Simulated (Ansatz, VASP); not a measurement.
# H2Pb: VASP beside Ansatz, part 3 of 3

Aim: how closely do two programs agree when they are given the same cell, functional and k mesh? The cell is generated by rule, not measured, and may not be a known phase. Of the first pair: The cell is taken from a series of runs on this material, whose earlier steps may have relaxed, scaled, displaced or heated it; both programs get it as it stands.

VASP 6.6.1 and Ansatz 0.2.0.

So far: Ansatz: relaxation of cell and atoms, PBEsol, pair 1; VASP: relaxation of cell and atoms, PBEsol, pair 1; Comparison; VASP: relaxation of cell and atoms, PBEsol, pair 2; Ansatz: relaxation of cell and atoms, PBEsol, pair 2; Side by side.

## (8) Ansatz: relaxation of cell and atoms, PBEsol, pair 3

Level of this step: Ansatz beside VASP: Kohn-Sham DFT, plane waves, PBEsol (Ansatz).

The relaxed volume is the usual yardstick between codes: in a stiff, nearly cubic crystal its relative difference is about their pressure difference at one cell divided by the bulk modulus. This pair takes another cell of the material, with 12 atoms against 6 for the pair before.

The cell is taken from a series of runs on this material, whose earlier steps may have relaxed, scaled, displaced or heated it; both programs get it as it stands.

File input.yaml:

```yaml
crystal:
  lattice:
    - [4.9543492694, 0.0, 0.0]
    - [0.0, 4.9543492694, 0.0]
    - [0.0, 0.0, 7.518767831]
  atoms:
    - { symbol: Pb, position: [8.31351e-05, -8.31351e-05, 0.0] }
    - { symbol: Pb, position: [-8.31351e-05, 8.31351e-05, 0.5] }
    - { symbol: Pb, position: [0.5, 0.5, 0.25] }
    - { symbol: Pb, position: [0.5, 0.5, 0.75] }
    - { symbol: H, position: [0.3111000547, 0.3195514595, 0.0] }
    - { symbol: H, position: [0.3195514595, 0.3111000547, 0.5] }
    - { symbol: H, position: [0.6804485405, 0.6888999453, 0.0] }
    - { symbol: H, position: [0.6888999453, 0.6804485405, 0.5] }
    - { symbol: H, position: [0.8153257571, 0.1846742429, 0.2074398349] }
    - { symbol: H, position: [0.8153257571, 0.1846742429, 0.7925601651] }
    - { symbol: H, position: [0.1846742429, 0.8153257571, 0.2925601651] }
    - { symbol: H, position: [0.1846742429, 0.8153257571, 0.7074398349] }
kpoints:
  mp_grid: { grid: [6, 6, 4] }
hamiltonian:
  xc: pbesol
scf:
  occupations: { method: methfessel_paxton, width: 0.15 }
output:
  forces: true
  stress: true
  eigenvalues: true
relax:
  adjacent_minimum: "off"
  f_tol: 0.002
  max_steps: 120
  cell: { stress_tol: 0.03 }
```

Command:

```sh
> ansatz run input.yaml --threads 8 --pin off --max-ram 14336MiB --backend cpu --events-out ev --progress --plain --runs-dir out
```

Numbers of over 12 decimals in the logs are rounded to 6 here.

The log of the run:

```text
[...]
Crystal: 12 atoms, lattice volume = 184.552 Å³
Basis set: ecut = 420 eV, 3613 PW (Γ), exchange–correlation on 72×72×108 points (8 copies of the dense FFT grid, shifted against one another)
Bands: 44, of which v1, the nominal top of the filled ones, is band 32 counted from 1 (31 counted from 0)
Symmetry: 8 space group operations
[...]
k-points: 39 of 144
[...]
- { symbol: H, position: [0.287488, 0.348043, 0] }
    - { symbol: H, position: [0.348043, 0.287488, 0.500000] }
    - { symbol: H, position: [0.651957, 0.712512, 0] }
    - { symbol: H, position: [0.712512, 0.651957, 0.500000] }
    - { symbol: H, position: [0.808722, 0.191278, 0.182898] }
    - { symbol: H, position: [0.808722, 0.191278, 0.817102] }
    - { symbol: H, position: [0.191278, 0.808722, 0.317102] }
    - { symbol: H, position: [0.191278, 0.808722, 0.682898] }
[key lines of the parts left out:]
SCF converged after 4 iterations
Free energy (F): -47139.944407 eV
Fermi energy:    6.829539 eV
P = ⅓ Tr σ = 0.0130 GPa (0.130 kbar)
```

## (9) VASP: relaxation of cell and atoms, PBEsol, pair 3

The same cell, functional, mesh and smearing now go to VASP, with its own data sets.

File INCAR:

```
SYSTEM = H2Pb
PREC = Accurate
ENCUT = 500
EDIFF = 1E-07
NELM = 120
ISMEAR = 1
SIGMA = 0.15
LREAL = .FALSE.
ALGO = Normal
GGA = PS
NBANDS = 44
LORBIT = 11
LWAVE = .FALSE.
LCHARG = .FALSE.
ISIF = 3
IBRION = 2
NSW = 80
EDIFFG = -0.005
LASPH = .TRUE.
GGA_COMPAT = .FALSE.
NELMIN = 4
KPAR = 2
```

File POSCAR:

```
H2Pb
1.0
    4.9543490000      0.0000000000      0.0000000000
    0.0000000000      4.9543490000      0.0000000000
    0.0000000000      0.0000000000      7.5187680000
Pb H
4 8
Direct
    0.0000831593      0.9999168407      0.0000000000
    0.9999168407      0.0000831593      0.5000000000
    0.5000001009      0.5000001009      0.2500000000
    0.5000001009      0.5000001009      0.7500000000
    0.3111000053      0.3195515697      0.0000000000
    0.3195515697      0.3111000053      0.5000000000
    0.6804486321      0.6888999947      0.0000000000
    0.6888999947      0.6804486321      0.5000000000
    0.8153258884      0.1846743134      0.2074398359
    0.8153258884      0.1846743134      0.7925601641
    0.1846743134      0.8153258884      0.2925601641
    0.1846743134      0.8153258884      0.7074398359
```

File KPOINTS:

```
Automatic mesh
0
Gamma
6 6 4
0 0 0
```

Potentials, in the order of the species: Pb_d and H (PBE family, release 64).

Command:

```sh
> mpirun -np 2 vasp_std
```

The log of the run:

```text
[banner, memory and clock lines left out]
running    2 mpi-ranks, on    1 nodes
[...]
[... a notice as in an earlier step ...]

 LDA part: xc-table for (Slater+PW92), standard interpolation
 POSCAR, INCAR and KPOINTS ok, starting setup
[...]
entering main loop
       N       E                     dE             d eps       ncg     rms          rms(c)
DAV:   1     0.714530290921E+03    0.71453E+03   -0.28508E+04  3432   0.152E+03
DAV:   2     0.389375590931E+02   -0.67559E+03   -0.65122E+03  3440   0.434E+02
DAV:   3    -0.348184046724E+02   -0.73756E+02   -0.70865E+02  4232   0.179E+02
DAV:   4    -0.386164830280E+02   -0.37981E+01   -0.37642E+01  4232   0.434E+01
[...]
DAV:  14    -0.372112020268E+02   -0.27716E-07   -0.53013E-06  4232   0.144E-02    0.262E-03
DAV:  15    -0.372112018205E+02    0.20631E-06   -0.76270E-07  4276   0.797E-03    0.557E-04
DAV:  16    -0.372112018254E+02   -0.49640E-08   -0.14034E-07  2412   0.173E-03
   1 F= -.37211202E+02 E0= -.37210513E+02  d E =-.372112E+02
[... from here on, the cycles between the ionic steps are left out ...]
   2 F= -.37230128E+02 E0= -.37229256E+02  d E =-.189260E-01
   3 F= -.37243745E+02 E0= -.37242468E+02  d E =-.325433E-01
  15 F= -.37346475E+02 E0= -.37345269E+02  d E =-.140926E-02
  16 F= -.37346611E+02 E0= -.37345414E+02  d E =-.154438E-02
  17 F= -.37347394E+02 E0= -.37346166E+02  d E =-.783904E-03
  18 F= -.37347432E+02 E0= -.37346195E+02  d E =-.821941E-03
  19 F= -.37348078E+02 E0= -.37346811E+02  d E =-.646031E-03
  20 F= -.37348250E+02 E0= -.37346958E+02  d E =-.817071E-03
  21 F= -.37348410E+02 E0= -.37347153E+02  d E =-.160495E-03
  22 F= -.37348481E+02 E0= -.37347209E+02  d E =-.231132E-03
  23 F= -.37348597E+02 E0= -.37347350E+02  d E =-.116212E-03
  24 F= -.37348616E+02 E0= -.37347391E+02  d E =-.135354E-03
[...]
reached required accuracy - stopping structural energy minimisation
```

From OUTCAR (step 9):

```text
  Total       -0.0118140     -0.0118140     -0.0342403     -0.0581084      0.0000000      0.0000000
  in kB       -0.1029095     -0.1029095     -0.2982613     -0.5061724      0.0000000      0.0000000
  external PRESSURE =      -0.1680268 kB  Pullay stress =       0.0000000 kB

 POSITION                                       TOTAL-FORCE (eV/Angst)
 -----------------------------------------------------------------------------------
      0.08239      4.81783      7.66586        -0.002848      0.002848      0.000000
      4.81783      0.08239      3.83293         0.002848     -0.002848      0.000000
      2.45011      2.45011      1.91646         0.000000     -0.000000      0.000000
      2.45011      2.45011      5.74939         0.000000     -0.000000      0.000000
      1.41043      1.70153      7.66586         0.000010      0.000438      0.000000
      1.70153      1.41043      3.83293         0.000438      0.000010      0.000000
      3.19869      3.48978      7.66586        -0.000438     -0.000010      0.000000
      3.48978      3.19869      3.83293        -0.000010     -0.000438      0.000000
      3.96739      0.93282      1.40633        -0.000945      0.000945     -0.003690
      3.96739      0.93282      6.25953        -0.000945      0.000945      0.003690
      0.93282      3.96739      2.42660         0.000945     -0.000945      0.003690
      0.93282      3.96739      5.23925         0.000945     -0.000945     -0.003690
 -----------------------------------------------------------------------------------
    total drift:                               -0.000982     -0.000982      0.000000

  FREE ENERGIE OF THE ION-ELECTRON SYSTEM (eV)
  ---------------------------------------------------
  free  energy   TOTEN  =       -37.3486160245 eV

  energy  without entropy=      -37.3449398562  energy(sigma->0) =      -37.34739064

[... 1 part as in an earlier step ...]

[... 3 further parts left out ...]
[key lines of the parts left out:]
E-fermi :   4.3492
```

The run keeps the 8 symmetry operations of its start, so it cannot find a distortion of lower symmetry.

## (10) Comparison

Both answers:

| quantity | Ansatz | VASP | difference |
| --- | --- | --- | --- |
| volume (Å³) | 185.02 | 183.93 | +0.59 % |
| edge a after relaxation, in the typed setting (Å) | 4.912 | 4.898 | +0.27 % |
| edge c after relaxation, in the typed setting (Å) | 7.669 | 7.666 | +0.04 % |

## (11) What came out

```json
{
  "difference in volume (relaxation of cell and atoms, PBEsol, pair 1)": "0.37 %",
  "difference in volume (relaxation of cell and atoms, PBEsol, pair 2)": "0.37 %",
  "difference in volume (relaxation of cell and atoms, PBEsol, pair 3)": "0.59 %"
}
```

In words: The difference in volume is 0.59 % (relaxation of cell and atoms, PBEsol, pair 3), within the 1.2 % picked in this series as the mark of a large difference, as far as the stopping tolerances let one tell. 2 further runs of this series are not shown here. How closely two codes agree says nothing of how well the functional describes the real material.

[Lines on the potential files, build, host, timing and source positions are cut from VASP's logs without a mark.]

[Logs are printed without paths, hosts, clocks, repeated set-up lines and the standing remarks that a program may print on its own settings, such as how far it seeks lower states.]

[Hosts, paths, dates, database ids (printed as entryN), source tags and the programs' standing remarks are cut or masked in the printed files.]
